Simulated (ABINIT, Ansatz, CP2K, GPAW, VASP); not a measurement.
SiF: programs and potentials compared

```
Si F
1.0
     3.02860    0.00000    0.00000
     0.00000    3.02860    0.00000
     0.00000    0.00000    3.02860
Si F
1 1
Direct
  0.50000 0.50000 0.50000
  0.00000 0.00000 0.00000
```

The cell comes from a database or a generator and needn't be the stable form of this composition.

Alike in all runs: task single point; functional PBE; k mesh 9 × 9 × 9; occupations fermi-dirac, width 0.05 eV; no spin polarisation; no spin-orbit coupling. Pressure is positive in compression and, in plane waves, holds the error of the finite cutoff, which Ansatz's Pulay term estimates and takes out.

```
                                                    program and potentials  plane-wave cutoff (eV)                             notes  pressure (GPa)
                                                  ABINIT, JTH PAW PBE v2.0                     626                                 -           -0.02
                                         VASP, PBE PAW files F, Si, 520 eV                     520                                 -           -0.05
CP2K, POTENTIAL_UZH Si GTH-PBE-q4, F GTH-PBE-q7; TZVP-MOLOPT-PBE-GTH basis                       -                      atomic basis            0.27
                                     Ansatz, Ansatz PAW (earlier soft set)                     420  Pulay term of +0.26 GPa included            0.16
                                GPAW, GPAW PAW data sets (gpaw-data 1.2.1)                     800                                 -           -0.79
```

The pressure spans -0.79 (GPAW, GPAW PAW data sets (gpaw-data 1.2.1)) to 0.27 GPa (CP2K, POTENTIAL_UZH Si GTH-PBE-q4, F GTH-PBE-q7; TZVP-MOLOPT-PBE-GTH basis). Rows in atomic bases carry the error of their basis and grid, which can be large.

The functional is the same throughout but for its coding, so the spread measures potentials, basis and numerics; runs on potential files found faulty are left out.
